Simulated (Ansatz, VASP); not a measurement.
# Al2O3 (Corundum): VASP beside Ansatz, part 3 of 3

Aim: how closely do two programs agree when they are given the same cell, functional and k mesh?

VASP 6.6.1 and Ansatz 0.2.0.

So far. Step 6 (VASP: band structure, PBE): The run ends at a pressure of 7.43 GPa, with forces up to 0.86 eV/Å. Step 9 (VASP: band structure, r2SCAN): The run ends at a pressure of -0.33 GPa, with forces up to 0.83 eV/Å.

## Step 10: Ansatz: band structure, r2SCAN

Level of this step: Ansatz beside VASP: Kohn-Sham DFT, plane waves, r2SCAN (Ansatz).

The same cell, functional, mesh and smearing now go to Ansatz, which takes its cutoff from its data sets.

The cell is taken from a series of VASP runs on this material, whose earlier steps may have relaxed, scaled or displaced it; both programs get it as it stands.

input.yaml

```yaml
crystal:
  lattice:
    - [2.379485347, 1.3737965056, 4.3321625829]
    - [-2.379485347, 1.3737965056, 4.3321625829]
    - [0.0, -2.7475930112, 4.3321625829]
  atoms:
    - { symbol: Al, position: [0.15, 0.15, 0.15] }
    - { symbol: Al, position: [0.35, 0.35, 0.35] }
    - { symbol: Al, position: [0.85, 0.85, 0.85] }
    - { symbol: Al, position: [0.65, 0.65, 0.65] }
    - { symbol: O, position: [0.95, 0.25, 0.55] }
    - { symbol: O, position: [0.55, 0.95, 0.25] }
    - { symbol: O, position: [0.25, 0.55, 0.95] }
    - { symbol: O, position: [0.05, 0.75, 0.45] }
    - { symbol: O, position: [0.45, 0.05, 0.75] }
    - { symbol: O, position: [0.75, 0.45, 0.05] }
hamiltonian:
  xc: r2scan
  pseudopotentials: { kind: paw }
kpoints:
  mp_grid: { grid: [6, 6, 6] }
  band_path:
    path:
      - [0.0, 0.0, 0.0]
      - [0.14286, 0.0, 0.0]
      - [0.28571, 0.0, 0.0]
      - [0.5, 0.0, 0.0]
      - [0.5, 0.03339, -0.03339]
      - [0.5, 0.13355, -0.13355]
      - [0.5, 0.20032, -0.20032]
      - [0.72825, 0.5, 0.27175]
      - [0.65217, 0.5, 0.34783]
      - [0.53804, 0.5, 0.46196]
      - [0.5, 0.5, 0.5]
      - [0.35714, 0.35714, 0.35714]
      - [0.14286, 0.14286, 0.14286]
      - [0.0, 0.0, 0.0]
      - [0.05241, 0.0, -0.05241]
      - [0.10482, 0.0, -0.10482]
      - [0.20963, 0.0, -0.20963]
      - [0.36685, 0.0, -0.36685]
      - [0.61413, 0.38587, 0.0]
      - [0.55706, 0.44294, 0.0]
      - [0.51902, 0.48098, 0.0]
      - [0.5, 0.5, 0.0]
      - [0.55706, 0.55706, 0.10016]
      - [0.5951, 0.5951, 0.16693]
      - [0.63315, 0.63315, 0.23371]
      - [0.5951, 0.5951, 0.30979]
      - [0.53804, 0.53804, 0.42392]
      - [0.5, 0.5, 0.5]
      - [0.57608, 0.10482, 0.10482]
      - [0.65217, 0.20963, 0.20963]
      - [0.76629, 0.36685, 0.36685]
    npoints: 1
scf:
  occupations: { method: gaussian, width: 0.03 }
  n_extra_bands: 11
output:
  forces: true
  stress: true
  eigenvalues: true
```

Run with:

```sh
$ ansatz run input.yaml --threads 4 --pin off --max-ram 9216MiB --backend cpu --events-out ev --progress --plain --runs-dir out
```

Numbers of over 12 decimals in the logs are rounded to 6 here.

Log:

```text
[...]
Crystal: 10 atoms, lattice volume = 84.969 Å³
Basis set: ecut = 500 eV, 2169 PW (Γ), exchange–correlation on 160×160×160 points (64 copies of the dense FFT grid, shifted against one another)
Bands: 35, of which v1, the nominal top of the filled ones, is band 24 counted from 1 (23 counted from 0)
Symmetry: 12 space group operations
[...]
k-points: 32 of 216
[...]
k-point 0: bands = [... 20 lower, 6.7739, 7.1916, 7.2985, 7.2985, 14.4696, 17.2822, 19.3963, 19.7882, ... 7 higher]
  k-point 1: bands = [... 20 lower, 6.5398, 6.9231, 7.1794, 7.2527, 15.0888, 17.7806, 18.8876, 19.3271, ... 7 higher]
  k-point 2: bands = [... 20 lower, 6.3674, 6.7365, 7.0580, 7.0829, 16.3974, 18.3090, 18.3550, 18.7651, ... 7 higher]
  k-point 31: bands = [... 20 lower, 6.9731, 6.9731, 6.9731, 6.9731, 16.8882, 16.8882, 19.7616, 19.7616, ... 7 higher]
[key lines of the parts left out:]
SCF converged after 8 iterations
Free energy (F): -5590.523925 eV
Fermi energy:    10.884108 eV
P = ⅓ Tr σ = 0.9473 GPa (9.473 kbar)
```

The job ended after 3.6 s (4 threads of Intel Xeon Platinum 8488C (Sapphire Rapids), shared host; peak memory 0.76 GiB; 13 s of CPU time).

## Step 11: Differences

What differs besides the data sets and the points named for the pairs above, as far as they apply: VASP keeps PBE cores, Ansatz makes them for the functional; the cutoff is 500 eV in Ansatz and 460 eV in VASP. Total energies have different zeros and are not compared.

Compared:

| quantity | Ansatz | VASP | difference |
| --- | --- | --- | --- |
| pressure (GPa) | 0.95 | -0.33 | +1.27 |
| pressure without Ansatz's Pulay correction (GPa) | 0.87 | -0.33 | +1.19 |
| gap over the path points (eV) | 7.169 | 7.188 | -0.019 |

Forces (eV/Å; atoms numbered as in POSCAR):

| atom | Ansatz x, y, z | VASP x, y, z |
| --- | --- | --- |
| Al1 | 0.000, 0.000, -0.582 | 0.000, 0.000, -0.580 |
| Al2 | 0.000, 0.000, 0.582 | 0.000, 0.000, 0.580 |
| Al3 | 0.000, 0.000, 0.582 | 0.000, 0.000, 0.580 |
| Al4 | 0.000, 0.000, -0.582 | 0.000, 0.000, -0.580 |
| O5 | -0.418, -0.725, 0.000 | -0.417, -0.722, 0.000 |
| O6 | 0.837, 0.000, 0.000 | 0.834, 0.000, 0.000 |
| O7 | -0.418, 0.725, 0.000 | -0.417, 0.722, 0.000 |
| O8 | 0.418, 0.725, 0.000 | 0.417, 0.722, 0.000 |
| O9 | -0.837, 0.000, 0.000 | -0.834, 0.000, 0.000 |
| O10 | 0.418, -0.725, 0.000 | 0.417, -0.722, 0.000 |

Levels at points of the path, from each program's valence-band top (eV; 4 filled, then empty):

| k (reciprocal lattice) | Ansatz | VASP |
| --- | --- | --- |
| 0.000 0.000 0.000 | -0.53 -0.11 0.00 0.00 7.17 9.98 12.10 | -0.53 -0.11 0.00 0.00 7.19 9.96 12.09 |
| 0.143 0.000 0.000 | -0.72 -0.33 -0.11 -0.03 7.64 10.36 11.67 | -0.72 -0.33 -0.11 -0.03 7.66 10.34 11.66 |
| 0.286 0.000 0.000 | -0.89 -0.52 -0.20 -0.17 8.70 11.12 11.16 | -0.89 -0.52 -0.20 -0.17 8.72 11.11 11.15 |
| 0.500 0.000 0.000 | -0.87 -0.87 -0.31 -0.31 10.33 10.33 10.86 | -0.87 -0.87 -0.31 -0.31 10.33 10.33 10.86 |
| 0.500 0.033 -0.033 | -0.86 -0.86 -0.31 -0.31 10.33 10.33 10.88 | -0.86 -0.86 -0.31 -0.31 10.33 10.33 10.87 |
| 0.500 0.134 -0.134 | -0.85 -0.85 -0.32 -0.32 10.35 10.35 11.07 | -0.86 -0.86 -0.32 -0.32 10.35 10.35 11.06 |
| 0.500 0.200 -0.200 | -0.89 -0.89 -0.39 -0.39 10.56 10.56 11.18 | -0.89 -0.89 -0.39 -0.39 10.55 10.55 11.18 |
| 0.728 0.500 0.272 | -0.80 -0.80 -0.60 -0.60 10.90 10.90 11.21 | -0.80 -0.80 -0.60 -0.60 10.89 10.89 11.21 |
| 0.652 0.500 0.348 | -0.88 -0.88 -0.55 -0.55 10.46 10.46 11.88 | -0.88 -0.88 -0.55 -0.55 10.46 10.46 11.86 |
| 0.538 0.500 0.462 | -0.38 -0.38 -0.34 -0.34 9.66 9.66 12.44 | -0.38 -0.38 -0.34 -0.34 9.66 9.66 12.42 |

The forces differ by 1.6 meV/Å r.m.s., which is 0.4 % of the r.m.s. force of 0.43 eV/Å (both taken over all components). Among the levels compared at these points, filled levels agree within 7 meV and empty ones within 27 meV. Ansatz's pressure holds a Pulay correction of 0.08 GPa; VASP's holds none.

## Step 12: What the set-up changes

Further runs change the set-up of one program: Ansatz's method, potentials or start, or VASP's data sets, cutoff or form of LDA. The table gives Ansatz less VASP for each quantity, since a change that brings one quantity closer may part another.

| run | r.m.s. force difference (meV/Å) | pressure (GPa) | gap over the path points (eV) | pressure without Ansatz's Pulay correction (GPa) |
| --- | --- | --- | --- | --- |
| as above | 1.6 | 1.3 | -0.019 | 1.2 |
| cores kept as stored | 1.6 | 0.76 | -0.031 | 0.68 |
| Ansatz's larger PAW set (cutoff 1050 eV) | 3.3 | 1.5 | -0.0069 | 1.4 |
| norm-conserving potentials (cutoff 1290 eV) | 0.88 | 0.97 | -0.0051 |  |

## Step 13: Summary of results

```yaml
difference_in_gap_over_the_path_points_band_structure_lda: -0.0072 eV
r_m_s_force_difference_band_structure_lda: 2.2 % of the r.m.s. force
difference_in_pressure_band_structure_pbe: 1.0 GPa
difference_in_pressure_band_structure_r2scan: 1.3 GPa
```

The difference in pressure is 1.3 GPa (band structure, r2SCAN), beyond the 1 GPa picked in this series as the mark of a large difference. Band structure, PBE, Ansatz's larger PAW set (cutoff 1050 eV): r.m.s. force difference goes from 5.9 to 3.5 meV/Å; the difference in gap over the path points goes from 0.0010 to 0.0079 eV; the difference in pressure without Ansatz's Pulay correction goes from 0.16 to 1.0 GPa. Band structure, PBE, norm-conserving potentials (cutoff 1240 eV): the difference in gap over the path points goes from 0.0010 to 0.021 eV; the difference in pressure without Ansatz's Pulay correction goes from 0.16 to 0.73 GPa. Band structure, r2SCAN, cores kept as stored: the difference in pressure goes from 1.3 to 0.76 GPa; the difference in gap over the path points goes from -0.019 to -0.031 eV; the difference in pressure without Ansatz's Pulay correction goes from 1.2 to 0.68 GPa. Band structure, r2SCAN, Ansatz's larger PAW set (cutoff 1050 eV): r.m.s. force difference goes from 1.6 to 3.3 meV/Å; the difference in gap over the path points goes from -0.019 to -0.0069 eV. Band structure, r2SCAN, norm-conserving potentials (cutoff 1290 eV): r.m.s. force difference goes from 1.6 to 0.88 meV/Å; the difference in pressure goes from 1.3 to 0.97 GPa; the difference in gap over the path points goes from -0.019 to -0.0051 eV. How closely two codes agree says nothing of how well the functional describes the real material.

[Lines on the potential files, build, host, timing and source positions are cut from VASP's logs without a mark.]

[Logs are printed without paths, hosts, clocks, repeated set-up lines and the standing remarks that a program may print on its own settings, such as how far it seeks lower states.]

[Hosts, paths, dates, database ids (printed as entryN), source tags and the programs' standing remarks are cut or masked in the printed files.]
